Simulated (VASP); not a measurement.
A 71-atom supercell of AlN (wurtzite) holds Si on the Al site with a neighbouring N vacancy in charge state +0. It is relaxed twice, with the total moment held at 0 and at 2 μB. These are PBE GGA, VASP's PBE PAW potentials (set 64) (plane waves; VASP) values and carry that method's errors. Run with PREC = Normal, LREAL = Auto, ISYM = 0, EDIFF = 1E-5, 400 eV cut-off, 1×1×1 Γ-centred mesh, Gaussian smearing of 0.050 eV, potentials Al N Si.

The supercell is sampled at Γ alone, which is coarse: total energies, pressure and levels can be off, energies of defects by several tenths of an eV.

Which spin state lies lower, and by how much?

The state with 0 μB lies lower, by 0.40 eV.

The cell is a supercell with a defect, built from AlN (wurtzite).
